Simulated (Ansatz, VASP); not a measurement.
# AlNi: VASP beside Ansatz, part 2 of 2

Wanted: the spread between two codes on one cell, functional and k mesh. The cell is taken from a series of runs on this material, whose earlier steps may have relaxed, scaled, displaced or heated it; both programs get it as it stands.

VASP 6.6.1 and Ansatz 0.2.0.

So far: Set-up; Ansatz: zone-centre phonons, PBEsol.

## 3. VASP: zone-centre phonons, PBEsol

Level of this step: PBEsol, no spin polarisation; plane waves and PAW (Al, Ni) (VASP).

The same cell, functional, mesh and smearing now go to VASP, with its own data sets.

Lines of VASP's logs that name or quote its potential files are left out, and so is its time.

File INCAR:

```
SYSTEM = AlNi
PREC = Accurate
ENCUT = 600
EDIFF = 1E-08
NELM = 120
ISMEAR = 1
SIGMA = 0.2
LREAL = .FALSE.
ALGO = Normal
GGA = PS
NBANDS = 12
LASPH = .TRUE.
LORBIT = 11
LWAVE = .FALSE.
LCHARG = .FALSE.
ISIF = 2
IBRION = 8
GGA_COMPAT = .FALSE.
KPAR = 2
```

File POSCAR:

```
AlNi
1.0
    2.8331216870      0.0000000000      0.0000000000
    0.0000000000      2.8331216870      0.0000000000
    0.0000000000      0.0000000000      2.8990821729
Al Ni
1 1
Direct
    0.0000000000      0.0000000000      0.0000000000
    0.5000000000      0.5000000000      0.5000000000
```

File KPOINTS:

```
Automatic mesh
0
Gamma
16 16 16
0 0 0
```

Potentials, in the order of the species: Al and Ni (PBE family, release 64).

Launch:

```console
> mpirun -np 2 vasp_std
```

Numbers of over 12 decimals in the logs are rounded to 6 here.

What it wrote:

```text
[banner, memory and clock lines left out]
running    2 mpi-ranks, on    1 nodes
 distrk:  each k-point on    1 cores,    2 groups
 distr:  one band on    1 cores,    1 groups

 POSCAR found type information on POSCAR AlNi
 POSCAR found :  2 types and       2 ions
|                                                                             |
|               ----> ADVICE to this user running VASP <----                  |
|                                                                             |
|     You enforced a specific xc type in the INCAR file but a different       |
|     [... a line on the potential file left out ...]
|     I HOPE YOU KNOW WHAT YOU ARE DOING!                                     |
|                                                                             |

 LDA part: xc-table for (Slater+PW92), standard interpolation
 POSCAR, INCAR and KPOINTS ok, starting setup
 FFT: planning ... GRIDC
 FFT: planning ... GRID_SOFT
 FFT: planning ... GRID
 WAVECAR not read
 entering main loop
       N       E                     dE             d eps       ncg     rms          rms(c)
DAV:   1     0.445709515354E+02    0.44571E+02   -0.61361E+03  9776   0.128E+03
DAV:   2    -0.113828897246E+02   -0.55954E+02   -0.51737E+02  9956   0.210E+02
DAV:   3    -0.132092322816E+02   -0.18263E+01   -0.18041E+01 11804   0.438E+01
DAV:   4    -0.132351482721E+02   -0.25916E-01   -0.25905E-01 10960   0.468E+00
DAV:   5    -0.132359006107E+02   -0.75234E-03   -0.75232E-03 11740   0.887E-01    0.129E+01
DAV:   6    -0.151980596254E+02   -0.19622E+01   -0.54176E+01 10796   0.117E+02    0.161E+01
DAV:   7    -0.116134321836E+02    0.35846E+01   -0.15615E+01 10904   0.696E+01    0.113E+00
DAV:   8    -0.115988355404E+02    0.14597E-01   -0.36425E-01 11868   0.711E+00    0.101E+00
DAV:   9    -0.115840808977E+02    0.14755E-01   -0.47713E-02 11800   0.316E+00    0.215E-01
DAV:  10    -0.115835645486E+02    0.51635E-03   -0.20422E-03 12044   0.681E-01    0.781E-02
DAV:  11    -0.115835672624E+02   -0.27138E-05   -0.62825E-05 11784   0.707E-02    0.256E-02
DAV:  12    -0.115835657953E+02    0.14670E-05   -0.60495E-06 13152   0.407E-02    0.383E-03
DAV:  13    -0.115835654401E+02    0.35520E-06   -0.19412E-07 14360   0.436E-03    0.157E-03
DAV:  14    -0.115835654340E+02    0.61409E-08   -0.23605E-08  7112   0.167E-03
   1 F= -.11583565E+02 E0= -.11583775E+02  d E =0.628203E-03
 Linear response reoptimize wavefunctions to high precision
DAV:   1    -0.115835654564E+02   -0.22352E-07   -0.78287E-09 11020   0.146E-03
DAV:   2    -0.115835654564E+02   -0.10459E-10   -0.68541E-11  5576   0.825E-05
 Linear response DOF=           4
 Linear response progress:
  Degree of freedom:   1/  4
       N       E                     dE             d eps       ncg     rms          rms(c)
RMM:   1    -0.567667378859E-02   -0.56767E-02    0.18005E-03 39059   0.625E-01
RMM:   2    -0.537942774263E-02    0.29725E-03   -0.14071E-04 26659   0.223E-01    0.577E-02
RMM:   3    -0.537421424170E-02    0.52135E-05   -0.95650E-05 28550   0.781E-02    0.291E-02
RMM:   4    -0.544689642616E-02   -0.72682E-04   -0.39581E-05 28521   0.479E-02    0.586E-03
RMM:   5    -0.545249727669E-02   -0.56009E-05   -0.21626E-06 29020   0.112E-02    0.183E-03
RMM:   6    -0.545342613422E-02   -0.92886E-06   -0.59324E-08 29041   0.256E-03    0.737E-04
RMM:   7    -0.545337504950E-02    0.51085E-07   -0.11244E-08 27334   0.112E-03    0.596E-04
RMM:   8    -0.545325770372E-02    0.11735E-06   -0.26450E-09 30356   0.365E-04    0.244E-04
RMM:   9    -0.545352429364E-02   -0.26659E-06    0.42182E-11 30390   0.118E-04    0.725E-06
RMM:  10    -0.545349947038E-02    0.24823E-07    0.32756E-10 30712   0.403E-05    0.925E-06
RMM:  11    -0.545351458777E-02   -0.15117E-07   -0.15100E-11 30636   0.173E-05    0.266E-06
RMM:  12    -0.545351219725E-02    0.23905E-08    0.20414E-11 30428   0.770E-06    0.437E-07
 first order change of Fermi-energy   0.28403E-04
 force on displaced ion       1 direction 1 :  -6.396   0.000   0.000
 Linear response progress:
  Degree of freedom:   2/  4
       N       E                     dE             d eps       ncg     rms          rms(c)
RMM:   1    -0.604676218072E-02   -0.60468E-02    0.42809E-03 21562   0.667E-01
RMM:   2    -0.577371388114E-02    0.27305E-03   -0.90180E-05 14722   0.238E-01    0.616E-02
RMM:   3    -0.576450165777E-02    0.92122E-05   -0.11514E-04 15828   0.858E-02    0.302E-02
RMM:   4    -0.584115956250E-02   -0.76658E-04   -0.46399E-05 15798   0.516E-02    0.617E-03
RMM:   5    -0.584708864645E-02   -0.59291E-05   -0.27711E-06 15988   0.123E-02    0.154E-03
RMM:   6    -0.584748829605E-02   -0.39965E-06   -0.12796E-07 16376   0.252E-03    0.773E-04
RMM:   7    -0.584744470201E-02    0.43594E-07   -0.10945E-08 15600   0.933E-04    0.691E-04
RMM:   8    -0.584741124785E-02    0.33454E-07   -0.27340E-09 16701   0.336E-04    0.215E-04
RMM:   9    -0.584763837704E-02   -0.22713E-06   -0.24134E-10 16887   0.101E-04    0.168E-05
RMM:  10    -0.584761309238E-02    0.25285E-07   -0.16518E-11 16990   0.335E-05    0.676E-06
RMM:  11    -0.584762784342E-02   -0.14751E-07   -0.70664E-11 16904   0.153E-05    0.214E-06
RMM:  12    -0.584762614289E-02    0.17005E-08   -0.84209E-11 16288   0.732E-06    0.867E-07
 first order change of Fermi-energy  -0.71079E-04
 force on displaced ion       1 direction 3 :   0.000  -0.000  -6.484
 Linear response progress:
  Degree of freedom:   3/  4
       N       E                     dE             d eps       ncg     rms          rms(c)
RMM:   1    -0.186003239403E+00   -0.18600E+00   -0.98256E-02 25785   0.266E+00
RMM:   2    -0.184674395930E+00    0.13288E-02   -0.16715E-03 25980   0.497E-01    0.131E-01
RMM:   3    -0.184661929489E+00    0.12466E-04   -0.12403E-04 27763   0.966E-02    0.778E-02
RMM:   4    -0.185075007664E+00   -0.41308E-03   -0.19629E-04 29713   0.110E-01    0.565E-03
RMM:   5    -0.185055120929E+00    0.19887E-04   -0.35294E-06 30412   0.200E-02    0.364E-03
RMM:   6    -0.185047508819E+00    0.76121E-05   -0.21654E-07 27827   0.551E-03    0.261E-03
RMM:   7    -0.185035692575E+00    0.11816E-04   -0.92281E-08 27719   0.356E-03    0.490E-04
RMM:   8    -0.185029570350E+00    0.61222E-05   -0.13792E-08 31383   0.101E-03    0.750E-05
RMM:   9    -0.185029119596E+00    0.45075E-06   -0.10303E-09 31777   0.236E-04    0.257E-05
RMM:  10    -0.185029028612E+00    0.90984E-07   -0.62818E-10 32179   0.797E-05    0.142E-05
RMM:  11    -0.185028872236E+00    0.15638E-06   -0.69383E-10 32040   0.369E-05    0.216E-06
RMM:  12    -0.185028909322E+00   -0.37086E-07   -0.69537E-10 32081   0.247E-05    0.923E-07
RMM:  13    -0.185028908621E+00    0.70034E-09   -0.76376E-10 26739   0.206E-05    0.433E-07
 first order change of Fermi-energy   0.81610E-03
 force on displaced ion       2 direction 1 :  -6.404   0.000   0.000
 Linear response progress:
  Degree of freedom:   4/  4
       N       E                     dE             d eps       ncg     rms          rms(c)
RMM:   1    -0.187006653985E+00   -0.18701E+00   -0.99556E-02 14363   0.266E+00
RMM:   2    -0.185497201452E+00    0.15095E-02   -0.16620E-03 14403   0.502E-01    0.133E-01
RMM:   3    -0.185518468814E+00   -0.21267E-04   -0.12682E-04 15355   0.963E-02    0.787E-02
RMM:   4    -0.185973903690E+00   -0.45543E-03   -0.18516E-04 16474   0.106E-01    0.585E-03
RMM:   5    -0.185955058355E+00    0.18845E-04   -0.38100E-06 16645   0.220E-02    0.485E-03
RMM:   6    -0.185947072126E+00    0.79862E-05   -0.41610E-07 14871   0.854E-03    0.254E-03
RMM:   7    -0.185932316339E+00    0.14756E-04   -0.16874E-07 17152   0.335E-03    0.448E-04
RMM:   8    -0.185927814460E+00    0.45019E-05   -0.46012E-09 17330   0.809E-04    0.108E-04
RMM:   9    -0.185926966238E+00    0.84822E-06   -0.19933E-09 16776   0.235E-04    0.303E-05
RMM:  10    -0.185926614373E+00    0.35187E-06   -0.58020E-10 17447   0.976E-05    0.148E-05
RMM:  11    -0.185926676202E+00   -0.61830E-07   -0.96625E-10 17363   0.512E-05    0.232E-06
RMM:  12    -0.185926682004E+00   -0.58019E-08   -0.79124E-10 18093   0.296E-05    0.170E-06
 first order change of Fermi-energy   0.25240E-02
 force on displaced ion       2 direction 3 :   0.000  -0.000  -6.521
 Linear response finished
```

From OUTCAR (step 3):

```text
ion  position               nearest neighbor table
   1  0.000  0.000  0.000-   2 2.47   2 2.47   2 2.47   2 2.47   2 2.47   2 2.47   2 2.47   2 2.47

  LATTYP: Found a simple tetragonal cell.
 ALAT       =     2.8331216870
 C/A-ratio  =     1.0232819106

 Subroutine GETGRP returns: Found 16 space group operations
 (whereof 16 operations were pure point group operations)

The static configuration has the point symmetry D_4h.

 Found    405 irreducible k-points:

   k-points           NKPTS =    405   k-points in BZ     NKDIM =    405   number of bands    NBANDS=     12

   dimension x,y,z NGX =    24 NGY =   24 NGZ =   24
   dimension x,y,z NGXF=    48 NGYF=   48 NGZF=   48

   ENCUT  =  600.0 eV  44.10 Ry    6.64 a.u.   5.66  5.66  5.79*2*pi/ulx,y,z

   NELECT =      13.0000    total number of electrons

 k-points in reciprocal lattice and weights: Automatic mesh
   0.00000000  0.00000000  0.00000000       0.000
   0.06250000  0.00000000  0.00000000       0.001
   0.12500000  0.00000000  0.00000000       0.001
   0.18750000  0.00000000  0.00000000       0.001
   0.25000000  0.00000000  0.00000000       0.001
   0.31250000  0.00000000  0.00000000       0.001
   0.37500000  0.00000000  0.00000000       0.001
   0.43750000  0.00000000  0.00000000       0.001
   0.50000000  0.00000000  0.00000000       0.000
[...]
0.50000000  0.43750000  0.50000000       0.001
   0.50000000  0.50000000  0.50000000       0.000

 average (electrostatic) potential at core
       1 -69.4070       2 -81.0244

  Total        0.3063082      0.3063082      0.0160583      0.0000000     -0.0000000      0.0000000
  in kB       21.0900810     21.0900810      1.1056550      0.0000000     -0.0000000      0.0000000
  external PRESSURE =      14.4286057 kB  Pullay stress =       0.0000000 kB

  energy-cutoff  :      600.00
  volume of cell :       23.27
      direct lattice vectors                 reciprocal lattice vectors
     2.833121687  0.000000000  0.000000000     0.352967543  0.000000000  0.000000000
     0.000000000  2.833121687  0.000000000     0.000000000  0.352967543  0.000000000
     0.000000000  0.000000000  2.899082173     0.000000000  0.000000000  0.344936756

 POSITION                                       TOTAL-FORCE (eV/Angst)
 -----------------------------------------------------------------------------------
      0.00000      0.00000      0.00000         0.000000      0.000000      0.000000
      1.41656      1.41656      1.44954         0.000000      0.000000      0.000000
 -----------------------------------------------------------------------------------
    total drift:                                0.000000      0.000000     -0.000000

 Eigenvectors and eigenvalues of the dynamical matrix
 ----------------------------------------------------

   1 f  =    9.267603 THz    58.230067 2PiTHz  309.133963 cm-1    38.327709 meV
             X         Y         Z           dx          dy          dz
      0.000000  0.000000  0.000000     0.000000    0.000000    0.826936
      1.416561  1.416561  1.449541     0.000000   -0.000000   -0.562297

   2 f  =    9.198027 THz    57.792909 2PiTHz  306.813161 cm-1    38.039967 meV
             X         Y         Z           dx          dy          dz
      0.000000  0.000000  0.000000    -0.000000   -0.827522    0.000000
      1.416561  1.416561  1.449541     0.000000    0.561434   -0.000000

   3 f  =    9.198027 THz    57.792909 2PiTHz  306.813161 cm-1    38.039967 meV
             X         Y         Z           dx          dy          dz
      0.000000  0.000000  0.000000    -0.827522    0.000000    0.000000
      1.416561  1.416561  1.449541     0.561434   -0.000000    0.000000

   4 f/i=    0.002678 THz     0.016827 2PiTHz    0.089334 cm-1     0.011076 meV
             X         Y         Z           dx          dy          dz
      0.000000  0.000000  0.000000    -0.000000    0.561434   -0.000000
      1.416561  1.416561  1.449541     0.000000    0.827522   -0.000000

   5 f/i=    0.002678 THz     0.016827 2PiTHz    0.089334 cm-1     0.011076 meV
             X         Y         Z           dx          dy          dz
      0.000000  0.000000  0.000000     0.561434   -0.000000    0.000000
      1.416561  1.416561  1.449541     0.827522    0.000000    0.000000

   6 f/i=    0.012365 THz     0.077691 2PiTHz    0.412448 cm-1     0.051137 meV
             X         Y         Z           dx          dy          dz
      0.000000  0.000000  0.000000    -0.000000    0.000000    0.562297
      1.416561  1.416561  1.449541     0.000000    0.000000    0.826936

 ELASTIC MODULI CONTR FROM IONIC RELAXATION (kBar)
 Direction    XX          YY          ZZ          XY          YZ          ZX
 --------------------------------------------------------------------------------
 XX           0.0000      0.0000      0.0000      0.0000      0.0000      0.0000
 YY           0.0000      0.0000      0.0000      0.0000      0.0000      0.0000
 ZZ           0.0000      0.0000      0.0000      0.0000      0.0000      0.0000
 XY           0.0000      0.0000      0.0000      0.0000      0.0000      0.0000
 YZ           0.0000      0.0000      0.0000      0.0000      0.0000      0.0000
 ZX           0.0000      0.0000      0.0000      0.0000      0.0000      0.0000
 --------------------------------------------------------------------------------
```

This run has no spin polarisation, so a moment on Ni, if there is one, isn't seen. Its electron count is odd, so without a moment it is a metal by construction.

## 4. Differences

Known differences besides the potentials themselves: the data sets hold 21 valence electrons in Ansatz (on its PAW soft_1 files) and 13 in VASP; the cutoff is 420 eV in Ansatz and 600 eV in VASP; Ansatz makes its cores anew for this functional, VASP keeps those of its PBE data sets. Total energies have different zeros and are not compared.

The two programs side by side:

```tsv
quantity	Ansatz	VASP	difference
optical mode 1 to 2 (cm⁻¹)	305.5	306.8	-0.44 %
optical mode 3 (cm⁻¹)	307.5	309.1	-0.53 %
```

Modes are paired by rising frequency, not by their patterns, so a pair may set unlike modes beside each other; they are those without the splitting of longitudinal modes.

## 5. Results

```json
{
  "r.m.s. difference of the optical zone-centre modes, each program's sorted by frequency (zone-centre phonons, PBEsol)": "1.4 cm⁻¹",
  "difference in optical mode 3 (zone-centre phonons, PBEsol)": "-0.5 %"
}
```

The r.m.s. difference of the optical zone-centre modes, each program's sorted by frequency is 1.4 cm⁻¹ (zone-centre phonons, PBEsol). The data sets hold unlike numbers of valence electrons (21 in Ansatz and 13 in VASP), so part of the differences comes from the potentials. Among the rows given in per cent, the largest difference of the zone-centre phonons, PBEsol pair is in optical mode 3, -0.5 %. Such differences can come from data sets, numerical settings and the points named under the comparisons, not from the functional's error against experiment.

[Lines on the potential files, build, host, timing and source positions are cut from VASP's logs without a mark.]

[Logs are printed without paths, hosts, clocks, repeated set-up lines and the standing remarks that a program may print on its own settings, such as how far it seeks lower states.]

[Hosts, paths, dates, database ids (printed as entryN), source tags and the programs' standing remarks are cut or masked in the printed files.]
